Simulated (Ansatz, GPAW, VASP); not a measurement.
One structure in several programs: SrAs2Ru2 (I4/mmm, 5 atoms in the cell)

Self-consistent single point.

```
CELL_PARAMETERS angstrom
     -2.08740     2.08740     5.70048
      2.08740    -2.08740     5.70048
      2.08740     2.08740    -5.70048
ATOMIC_POSITIONS crystal
  Sr 0.00000 0.00000 0.00000
  As 0.64322 0.64322 0.00000
  As 0.35678 0.35678 0.00000
  Ru 0.25000 0.75000 0.50000
  Ru 0.75000 0.25000 0.50000
```

Shared settings, as Ansatz (an electronic-structure program) writes them: kpoints.mp_grid.grid = 5 5 5; scf.occupations.method = gaussian; scf.occupations.width = 0.05 eV. Potentials and cutoffs stand in the table.

| code | model | pressure (GPa) | largest force (eV/Å) | cutoff |
|---|---|---|---|---|
| GPAW | LDA (Perdew-Wang 92), GPAW PAW datasets LDA (gpaw-data 1.0.1) | -5.20 | 0.079 | 550 eV |
| Ansatz | LDA (PW92), PAW files made with PBE | -5.55 | 0.124 | default |
| VASP | LDA (PZ), VASP's LDA PAW potentials (set 64) | -5.19 | 0.064 | 300 eV |

On Ansatz's run: spin polarisation is off.

The spread over the programs that give each value: pressure within 0.36 GPa; largest force within 0.060 eV/Å.

Ansatz's pressure is given at a fixed set of plane waves, as the other plane-wave codes print theirs; with its correction for the finite basis it is -5.46 GPa. The same LDA comes in different parametrisations, which differ slightly.

On the base mesh (6 6 6) the same programs gave: GPAW pressure -5.28 GPa; Ansatz pressure -5.63 GPa; VASP pressure -5.27 GPa.

VASP's run is marked for a possible Pulay error in its stress at this cutoff; no cutoff test was made.

The starting cell comes from a database of computed structures (which also holds hypothetical and non-ambient phases and stackings), without a prior relaxation at this level.

Left out of this page: Quantum ESPRESSO, ABINIT, Elk and SIESTA (not drawn, or without a comparable value); CP2K (on another mesh).

Keys are those of Ansatz 0.2.
